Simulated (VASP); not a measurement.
The system is Si4C.

```xyz
5
Lattice="-2.6035 2.6035 2.6035 2.6035 -2.6035 2.6035 2.6035 2.6035 -2.6035" Properties=species:S:1:pos:R:3 pbc="T T T"
Si    1.3018    1.3018    1.3018
Si   -1.3018    1.3018    1.3018
Si    1.3018    1.3018   -1.3018
Si    1.3018   -1.3018    1.3018
C     0.0000    0.0000    0.0000
```

The cell was built by a generator and needn't be a form met in nature.

The cell isn't the ideal one: species swapped into the Hg4Pt type (Im-3m, No. 229).

```yaml
Program: VASP 6.6.1
Task: relaxation of cell and atoms
Functional: PBE
Potentials_or_basis: VASP PAW PBE potentials, release 64 (Si, C)
Cutoff: 600 eV
k_mesh: 10 × 10 × 10
Occupations: gaussian, width 0.1 eV
Spin: no spin polarisation
```

At the start: pressure -3.1 GPa; volume 14.12 Å³/atom.

Where does the relaxation end?

Over 3 steps the energy falls by 4.2 meV/atom and the volume is 13.70 Å³/atom (-3.0 %); space group Im-3m (No. 229, to 0.05 Å).

The path:
| step | energy change (eV) | largest force (eV/Å) | pressure (GPa) | volume (Å³) |
| --- | --- | --- | --- | --- |
| 1 | 0.0000 | 0.0000 | -3.08 | 70.59 |
| 2 | -0.0188 | 0.0000 | 1.04 | 67.86 |
| 3 | -0.0208 | 0.0000 | 0.00 | 68.49 |

Final structure:
```xyz
5
Lattice="-2.5774 2.5774 2.5774 2.5774 -2.5774 2.5774 2.5774 2.5774 -2.5774" Properties=species:S:1:pos:R:3 pbc="T T T"
Si    1.2887    1.2887    1.2887
Si   -1.2887    1.2887    1.2887
Si    1.2887    1.2887   -1.2887
Si    1.2887   -1.2887    1.2887
C     0.0000    0.0000    0.0000
```
